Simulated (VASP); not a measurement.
# SiNi: structure and properties in VASP, part 5 of 5

Aim: relax SiNi with r2SCAN, compute its properties on that cell and hold them against experiment. The start is a cell from a database of measured crystal structures.

VASP 6.6.1; r2SCAN, spin-polarised from a ferromagnetic start; plane waves and PAW (Si, Ni).

Still holding for the runs below: The k-mesh is coarse for a metal.

So far. Step 5 (Band structure (r2SCAN)): Of the bands kept, 4 cross the Fermi level on this path. Step 6 (Density of states (r2SCAN)): The finer mesh and the other smearing move the Fermi level by +0.07 eV from the 5×7×4 run, one measure of the sampling error in the zero of the bands above. Of the states within 0.3 eV of the Fermi level, the largest shares in the PAW spheres are Ni d 54 %, Si p 11 % and Ni p 9 %. The relaxed cell has a, b, c = 5.096, 3.340, 5.583 Å (conventional setting).

## (7) Field gradients at the nuclei (r2SCAN)

Field gradients probe how far the charge around each nucleus departs from cubic symmetry; LASPH keeps the non-spherical terms inside the spheres.

INCAR reads:

```
SYSTEM = SiNi
PREC = Accurate
ENCUT = 400
EDIFF = 1E-07
NELM = 100
ISMEAR = 0
SIGMA = 0.05
LREAL = .FALSE.
ALGO = Normal
METAGGA = R2SCAN
LASPH = .TRUE.
NBANDS = 43
ISPIN = 2
MAGMOM = 0 0 0 0 1 1 1 1
LMAXMIX = 4
LORBIT = 11
LWAVE = .FALSE.
LCHARG = .FALSE.
KPAR = 4
LEFG = .TRUE.
```

POSCAR reads:

```
SiNi
1.0
    5.0958065375      0.0000000000      0.0000000000
    0.0000000000      3.3403347885      0.0000000000
    0.0000000000      0.0000000000      5.5828868782
Si Ni
4 4
Direct
    0.3210913218      0.7500000000      0.0830376570
    0.1789086782      0.2500000000      0.5830376570
    0.8210913218      0.7500000000      0.4169623430
    0.6789086782      0.2500000000      0.9169623430
    0.0077000757      0.2500000000      0.1892596210
    0.4922999243      0.7500000000      0.6892596210
    0.5077000757      0.2500000000      0.3107403790
    0.9922999243      0.7500000000      0.8107403790
```

KPOINTS reads:

```
Automatic mesh
0
Gamma
5 7 4
0 0 0
```

The projector-augmented-wave data sets are Si and Ni (PBE family, release 64).

Run with:

```bash
$ mpirun -np 4 vasp_std
```

The log of the run:

```text
[... set-up lines as in an earlier step ...]
 entering main loop
       N       E                     dE             d eps       ncg     rms          rms(c)
DAV:   1     0.300565287332E+03    0.30057E+03   -0.20493E+04  6192   0.131E+03
DAV:   2    -0.688476701269E+02   -0.36941E+03   -0.34711E+03  6221   0.310E+02
DAV:   3    -0.986447125918E+02   -0.29797E+02   -0.28550E+02  7053   0.104E+02
DAV:   4    -0.994802076444E+02   -0.83550E+00   -0.83053E+00  7428   0.168E+01
DAV:   5    -0.995045183218E+02   -0.24311E-01   -0.24298E-01  7672   0.265E+00    0.294E+01
DAV:   6    -0.101398759327E+03   -0.18942E+01   -0.97996E+01  7048   0.152E+02    0.363E+01
DAV:   7    -0.865039084699E+02    0.14895E+02   -0.31350E+01  7324   0.906E+01    0.721E+00
DAV:   8    -0.867629945019E+02   -0.25909E+00   -0.41728E+00  8846   0.187E+01    0.503E+00
DAV:   9    -0.867035400563E+02    0.59454E-01   -0.46532E-01  8018   0.792E+00    0.141E+00
DAV:  10    -0.867113836383E+02   -0.78436E-02   -0.31237E-02  8679   0.195E+00    0.628E-01
DAV:  11    -0.867126009876E+02   -0.12173E-02   -0.42177E-03  8313   0.575E-01    0.294E-01
DAV:  12    -0.867130579168E+02   -0.45693E-03   -0.12200E-03  7318   0.355E-01    0.149E-01
DAV:  13    -0.867131327542E+02   -0.74837E-04   -0.19611E-04  7610   0.123E-01    0.647E-02
DAV:  14    -0.867131479805E+02   -0.15226E-04   -0.29420E-05  7027   0.375E-02    0.167E-02
DAV:  15    -0.867131512977E+02   -0.33172E-05   -0.71187E-06  7200   0.193E-02    0.459E-03
DAV:  16    -0.867131520039E+02   -0.70617E-06   -0.95780E-07  7096   0.783E-03    0.281E-03
DAV:  17    -0.867131524736E+02   -0.46978E-06   -0.21141E-07  4967   0.311E-03    0.885E-04
DAV:  18    -0.867131526683E+02   -0.19460E-06   -0.45609E-08  3519   0.190E-03    0.328E-04
DAV:  19    -0.867131527085E+02   -0.40296E-07   -0.10498E-08  3477   0.745E-04
ion   1
     0.0000000     0.0000000     0.0000000    -0.2212045     1.2105278     0.0445385
     0.0000353     0.0000000     0.0000000    -0.2212045     1.2105278     0.0445385
     0.0000487     0.0000000     0.0000000    -0.2212045     1.2105278     0.0445385
     0.0000670     0.0000000     0.0000000    -0.2212045     1.2105278     0.0445385
     0.0000923     0.0000000     0.0000000    -0.2212045     1.2105278     0.0445385

     0.0000000     0.0000000     0.0000000    -1.2657742    18.1769591    -0.1113277
     0.0000353     0.0000000     0.0000000    -1.2657723    18.1769276    -0.1113274
     0.0000487     0.0000000     0.0000000    -1.2657712    18.1769081    -0.1113272
     0.0000670     0.0000000     0.0000000    -1.2657692    18.1768756    -0.1113269
     0.0000923     0.0000000     0.0000000    -1.2657660    18.1768219    -0.1113264

ion   2
     0.0000000    -0.0000000    -0.0000000    -0.2212045    -1.2105278     0.0445385
     0.0000353    -0.0000000    -0.0000000    -0.2212045    -1.2105278     0.0445385
     0.0000487    -0.0000000    -0.0000000    -0.2212045    -1.2105278     0.0445385
     0.0000670    -0.0000000    -0.0000000    -0.2212045    -1.2105278     0.0445385
     0.0000923    -0.0000000    -0.0000000    -0.2212045    -1.2105278     0.0445385

     0.0000000    -0.0000000    -0.0000000    -1.2657742   -18.1769591    -0.1113277
     0.0000353    -0.0000000    -0.0000000    -1.2657723   -18.1769276    -0.1113274
     0.0000487    -0.0000000    -0.0000000    -1.2657712   -18.1769081    -0.1113272
     0.0000670    -0.0000000    -0.0000000    -1.2657692   -18.1768756    -0.1113269
     0.0000923    -0.0000000    -0.0000000    -1.2657660   -18.1768219    -0.1113264

ion   3
     0.0000000    -0.0000000    -0.0000000    -0.2212045    -1.2105278     0.0445385
     0.0000353    -0.0000000    -0.0000000    -0.2212045    -1.2105278     0.0445385
     0.0000487    -0.0000000    -0.0000000    -0.2212045    -1.2105278     0.0445385
     0.0000670    -0.0000000    -0.0000000    -0.2212045    -1.2105278     0.0445385
     0.0000923    -0.0000000    -0.0000000    -0.2212045    -1.2105278     0.0445385

     0.0000000    -0.0000000    -0.0000000    -1.2657742   -18.1769591    -0.1113277
     0.0000353    -0.0000000    -0.0000000    -1.2657723   -18.1769276    -0.1113274
     0.0000487    -0.0000000    -0.0000000    -1.2657712   -18.1769081    -0.1113272
     0.0000670    -0.0000000    -0.0000000    -1.2657692   -18.1768756    -0.1113269
     0.0000923    -0.0000000    -0.0000000    -1.2657660   -18.1768219    -0.1113264

ion   4
     0.0000000     0.0000000     0.0000000    -0.2212045     1.2105278     0.0445385
     0.0000353     0.0000000     0.0000000    -0.2212045     1.2105278     0.0445385
     0.0000487     0.0000000     0.0000000    -0.2212045     1.2105278     0.0445385
     0.0000670     0.0000000     0.0000000    -0.2212045     1.2105278     0.0445385
     0.0000923     0.0000000     0.0000000    -0.2212045     1.2105278     0.0445385

     0.0000000     0.0000000     0.0000000    -1.2657742    18.1769591    -0.1113277
     0.0000353     0.0000000     0.0000000    -1.2657723    18.1769276    -0.1113274
     0.0000487     0.0000000     0.0000000    -1.2657712    18.1769081    -0.1113272
     0.0000670     0.0000000     0.0000000    -1.2657692    18.1768756    -0.1113269
     0.0000923     0.0000000     0.0000000    -1.2657660    18.1768219    -0.1113264

ion   5
     0.0000000     0.0000000    -0.0000000    -2.7049571    -0.4392327    -1.1945850
     0.0000452     0.0000000    -0.0000000    -2.7049571    -0.4392327    -1.1945850
     0.0000622     0.0000000    -0.0000000    -2.7049570    -0.4392327    -1.1945850
     0.0000857     0.0000000    -0.0000000    -2.7049570    -0.4392327    -1.1945850
     0.0001180     0.0000000    -0.0000000    -2.7049569    -0.4392327    -1.1945849

     0.0000000     0.0000000    -0.0000000    -4.3278335     3.7542238     9.7836071
     0.0000452     0.0000000    -0.0000000    -4.3281419     3.7540429     9.7832002
     0.0000622     0.0000000    -0.0000000    -4.3283219     3.7539374     9.7829544
     0.0000857     0.0000000    -0.0000000    -4.3286177     3.7537641     9.7825454
     0.0001180     0.0000000    -0.0000000    -4.3291015     3.7534807     9.7818682

ion   6
     0.0000000     0.0000000    -0.0000000    -2.7049571     0.4392327    -1.1945850
     0.0000452     0.0000000    -0.0000000    -2.7049571     0.4392327    -1.1945850
     0.0000622     0.0000000    -0.0000000    -2.7049570     0.4392327    -1.1945850
     0.0000857     0.0000000    -0.0000000    -2.7049570     0.4392327    -1.1945850
     0.0001180     0.0000000    -0.0000000    -2.7049569     0.4392327    -1.1945849

     0.0000000    -0.0000000    -0.0000000    -4.3278335    -3.7542238     9.7836071
     0.0000452    -0.0000000    -0.0000000    -4.3281419    -3.7540429     9.7832002
     0.0000622    -0.0000000    -0.0000000    -4.3283219    -3.7539374     9.7829544
     0.0000857    -0.0000000    -0.0000000    -4.3286177    -3.7537641     9.7825454
     0.0001180    -0.0000000    -0.0000000    -4.3291015    -3.7534807     9.7818682

ion   7
     0.0000000    -0.0000000    -0.0000000    -2.7049571     0.4392327    -1.1945850
     0.0000452    -0.0000000    -0.0000000    -2.7049571     0.4392327    -1.1945850
     0.0000622    -0.0000000    -0.0000000    -2.7049570     0.4392327    -1.1945850
     0.0000857    -0.0000000    -0.0000000    -2.7049570     0.4392327    -1.1945850
     0.0001180    -0.0000000    -0.0000000    -2.7049569     0.4392327    -1.1945849

     0.0000000    -0.0000000    -0.0000000    -4.3278335    -3.7542238     9.7836071
     0.0000452    -0.0000000    -0.0000000    -4.3281419    -3.7540429     9.7832002
     0.0000622    -0.0000000    -0.0000000    -4.3283219    -3.7539374     9.7829544
     0.0000857    -0.0000000    -0.0000000    -4.3286177    -3.7537641     9.7825454
     0.0001180    -0.0000000    -0.0000000    -4.3291015    -3.7534807     9.7818682

ion   8
     0.0000000     0.0000000    -0.0000000    -2.7049571    -0.4392327    -1.1945850
     0.0000452     0.0000000    -0.0000000    -2.7049571    -0.4392327    -1.1945850
     0.0000622     0.0000000    -0.0000000    -2.7049570    -0.4392327    -1.1945850
     0.0000857     0.0000000    -0.0000000    -2.7049570    -0.4392327    -1.1945850
     0.0001180     0.0000000    -0.0000000    -2.7049569    -0.4392327    -1.1945849

     0.0000000     0.0000000    -0.0000000    -4.3278335     3.7542238     9.7836071
     0.0000452     0.0000000    -0.0000000    -4.3281419     3.7540429     9.7832002
     0.0000622     0.0000000    -0.0000000    -4.3283219     3.7539374     9.7829544
     0.0000857     0.0000000    -0.0000000    -4.3286177     3.7537641     9.7825454
     0.0001180     0.0000000    -0.0000000    -4.3291015     3.7534807     9.7818682

   1 F= -.86713153E+02 E0= -.86712198E+02  d E =-.190927E-02  mag=    -0.0000
```

The job ended after 2.5 min (4 MPI ranks of Intel Xeon Platinum 8559C (Emerald Rapids), shared host; peak memory 1.1 GiB; 9.4 min of CPU time).

Parts of OUTCAR (step 7):

```text
   NELECT =      56.0000    total number of electrons

 E-fermi :  10.5857

 spin component 1
 k-point     1 :       0.0000    0.0000    0.0000
  band No.  band energies     occupation
    ...
     24       8.5440      1.00000
     25       8.5595      1.00000
     26       9.3741      1.00000
     27       9.3799      1.00000
     28       9.5955      1.00000
     29      11.3061      0.00000
     30      12.0970      0.00000
     31      14.1491      0.00000
     32      14.7456      0.00000
     33      15.0755      0.00000
    ...

 k-point     2 :       0.2000    0.0000    0.0000
  band No.  band energies     occupation
    ...
     24       8.5022      1.00000
     25       8.5483      1.00000
     26       9.0740      1.00000
     27       9.8346      1.00000
     28       9.9495      1.00000
     29      12.4331      0.00000
     30      12.5577      0.00000
     31      13.6835      0.00000
     32      14.9995      0.00000
     33      15.0511      0.00000
    ...

  Total       -0.0350697      0.0347162     -0.0604957      0.0000000      0.0000000      0.0000000
  in kB       -0.5912627      0.5853035     -1.0199366      0.0000000      0.0000000      0.0000000
  external PRESSURE =      -0.3419653 kB  Pullay stress =       0.0000000 kB

 POSITION                                       TOTAL-FORCE (eV/Angst)
 -----------------------------------------------------------------------------------
      1.63622      2.50525      0.46359         0.006175     -0.000000      0.002312
      0.91168      0.83508      3.25503        -0.006175     -0.000000      0.002312
      4.18412      2.50525      2.32785         0.006175     -0.000000     -0.002312
      3.45959      0.83508      5.11930        -0.006175     -0.000000     -0.002312
      0.03924      0.83508      1.05662         0.002254     -0.000000     -0.002815
      2.50867      2.50525      3.84806        -0.002254      0.000000     -0.002815
      2.58714      0.83508      1.73483         0.002254     -0.000000      0.002815
      5.05657      2.50525      4.52627        -0.002254      0.000000      0.002815
 -----------------------------------------------------------------------------------
    total drift:                                0.000000      0.000000     -0.000000

  FREE ENERGIE OF THE ION-ELECTRON SYSTEM (eV)
  ---------------------------------------------------
  free  energy   TOTEN  =       -86.7131527085 eV

  energy  without entropy=      -86.7112434426  energy(sigma->0) =      -86.71219808

 Electric field gradients after diagonalization (V/A^2)
 (convention: |V_zz| > |V_xx| > |V_yy|)
----------------------------------------------------------------------
 ion       V_xx      V_yy      V_zz     asymmetry (V_yy - V_xx)/ V_zz
----------------------------------------------------------------------
   1     -19.628    -1.053    20.681       0.898
   2     -19.628    -1.053    20.681       0.898
   3     -19.628    -1.053    20.681       0.898
   4     -19.628    -1.053    20.681       0.898
   5       7.729     6.392   -14.120       0.095
   6       7.729     6.392   -14.120       0.095
   7       7.729     6.392   -14.120       0.095
   8       7.729     6.392   -14.120       0.095
----------------------------------------------------------------------

 magnetization (x)
# of ion       s       p       d       tot
------------------------------------------
    1        0.000  -0.000   0.000  -0.000
    2        0.000  -0.000   0.000  -0.000
    3        0.000  -0.000   0.000  -0.000
    4        0.000  -0.000   0.000  -0.000
    5       -0.000   0.000  -0.000  -0.000
    6       -0.000   0.000  -0.000  -0.000
    7       -0.000   0.000  -0.000  -0.000
    8       -0.000   0.000  -0.000  -0.000
--------------------------------------------------
tot         -0.000  -0.000  -0.000  -0.000

[... 10 parts as in an earlier step ...]

[... 8 further parts left out ...]
```

This step gave:

| Quantity | Value |
| --- | --- |
| SCF cycles | 19 |
| bands | 43 |
| irreducible k-points | 36 |
| free energy (TOTEN) | -86.7132 eV |
| Fermi energy | 10.59 eV |
| pressure | -0.03420 GPa |

Electric field gradients, by row:

```tsv
atom	Vxx (V/Å²)	Vyy (V/Å²)	Vzz (V/Å²)	asymmetry
Si1	-19.63	-1.053	20.68	0.898
Si2	-19.63	-1.053	20.68	0.898
Si3	-19.63	-1.053	20.68	0.898
Si4	-19.63	-1.053	20.68	0.898
Ni5	7.729	6.392	-14.12	0.095
Ni6	7.729	6.392	-14.12	0.095
Ni7	7.729	6.392	-14.12	0.095
Ni8	7.729	6.392	-14.12	0.095
```

The largest gradient, 20.68 V/Å², sits on Si1 and like sites; the stable nuclei of Si have no quadrupole moment in their ground state, so NMR and NQR don't see it.

## (8) Outcome

| Item | Value |
| --- | --- |
| relaxed volume | 11.88 Å³/atom |
| relaxed conventional cell a, b, c | 5.096, 3.340, 5.583 Å |
| space group after relaxing, within 0.02 Å | Pnma (No. 62) |
| moment of the cell (7×10×6 mesh) | 0 μB |
| band gap | none, a metal |
| DOS at the Fermi level | 1.87 states/eV/cell |
| largest field gradient Vzz | 20.68 V/Å² on Si1 |

**Reading.** With r2SCAN, SiNi relaxes to 11.88 Å³/atom in space group Pnma, comes out as a metal and loses the moments it was started with. Against the listed cell the volume lies -1.8 % (a -1.5 %, b +0.2 %, c -0.5 %). Band structure (r2SCAN): Of the bands kept, 4 cross the Fermi level on this path. The k-sampling is coarse for a metal, so the Fermi level, moments, pressures and the shape of the cell carry errors. Only the typed magnetic starts were tried, so the magnetic ground state may differ and with it the other results. No search among competing phases was made, and a listed structure need not be the one stable at ambient conditions. All values are for a static lattice at zero temperature.

Computed beside measured:

```
              quantity                         measured          r2SCAN
lattice constant a (Å)                            5.186  5.096 (-1.7 %)
lattice constant b (Å)                            3.331  3.340 (+0.3 %)
lattice constant c (Å)  not in our table of this source           5.583
```

Measured values from arxiv:1602.05840 (2016).

**Verdict.** The lattice constant a is off by -1.7 %. The lattice constant b is off by +0.3 %. The magnetic state of these runs (no moments) need not be that of the sample, so the match is not graded. Zero-point motion and thermal expansion are not in the computed lattice constants.

[Lines on the potential files, build, host, timing and source positions are cut from VASP's logs without a mark.]

[Logs are printed without paths, hosts, clocks, repeated set-up lines and the standing remarks that a program may print on its own settings, such as how far it seeks lower states.]

[Hosts, paths, dates, database ids (printed as entryN), source tags and the programs' standing remarks are cut or masked in the printed files.]

[A measured line is paired with the nearest computed mode of its activity, which favours agreement.]

[In band tables of VASP the shares of atoms and orbitals are scaled to a sum of 1 inside the atoms' spheres.]
